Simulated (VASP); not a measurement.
## TiO2: energy against strain

TiO2 (rutile, P4_2/mnm, 10.450 Å³/atom and stress up to 0.24 GPa in the relaxed cell, c along z) under an equal strain ε along x and y, with z held. r2SCAN in VASP (plane waves, PAW), 600 eV, 8×8×10 Γ-centred mesh, Gaussian smearing 0.05 eV; ions are relaxed, or left where forces stay under 0.02 eV/Å, within the symmetry of each cell.

Here s stands for strain and y for E less E0.

```csv
strain (%),E less E0 (meV/atom)
-3.00,?
-1.50,8.08
-1.00,3.66
-0.50,1.00
0.00,0.00
0.50,0.62
1.00,2.76
1.50,6.31
```

Question: Using a parabola, estimate the missing y at s = -3.00 from the other rows, showing the fit.

Answer: Least squares gives y = 0.010 - 0.5350·s + 3.1948·s². Residuals (row less fit): 0.079, -0.080, -0.076, -0.010, 0.079, 0.090, -0.086; standard error 0.100 (degrees of freedom: 4). Twice the quadratic coefficient over the volume, 2 × 3.1948 meV × 10⁴ × 0.1602 / 10.450 Å³, is the elastic constants 2(C11 + C12) = 980 ± 13 GPa (± standard error of the fit, which holds the terms cut off). At the withheld row, y = 0.010 - 0.5350 × (-3.0) + 3.1948 × (-3.0)² = 30.368 meV/atom. The calculation gives 32.83 meV/atom, 2.462 meV/atom above the prediction (7.5 % of the range of y in the table). The row lies outside the fitted rows, so this is an extrapolation. From the scatter of the fitted rows alone, a prediction at this place has a standard error of 0.384 meV/atom, so the miss is 6.4 times that.

A polynomial of degree 3 through the 12 other runs of the series gives 32.81 there, so most of the miss is curvature that the fit leaves out. The primitive cell can neither tilt nor turn polar against its symmetry, as such crystals can under strain. Rows are the converged runs of the series near zero and its far end, less any whose ions stayed unrelaxed beside relaxed ones; series whose fitted rows scatter by over a few per cent of the range, as at a crossing or softening among them, aren't shown in this form. Most that stay on the fit to the last digits aren't either.
